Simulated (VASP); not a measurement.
The system is OCH4, in a box.

```
O C H
1.0
    12.77228    0.00000    0.00000
     0.00000   13.27228    0.00000
     0.00000    0.00000   13.77228
O C H
1 1 4
Direct
  0.58146 0.49574 0.48007
  0.47081 0.49856 0.49591
  0.61544 0.53486 0.53073
  0.44843 0.46473 0.56616
  0.43536 0.45379 0.43758
  0.43911 0.57585 0.49186
```

Base run:

- Program: VASP 6.6.1
- Functional: RPBE
- Potentials or basis: VASP PAW PBE potentials, release 64 (O, C, H)
- Cutoff: 400 eV
- k mesh: 1 × 1 × 1
- Occupations: gaussian, width 0.01 eV
- Spin: no spin polarisation

Its results: gap between the frontier levels 5.47 eV; largest force 0.284 eV/Å.

**Question.** The run is repeated on the same cell with these changes: functional from RPBE to PBE. What comes out?

**Answer.** Gap between the frontier levels 5.57 eV; largest force 0.030 eV/Å.

Caveats: the PAW data sets were made with another functional, which shifts forces and pressure a little (some runs).

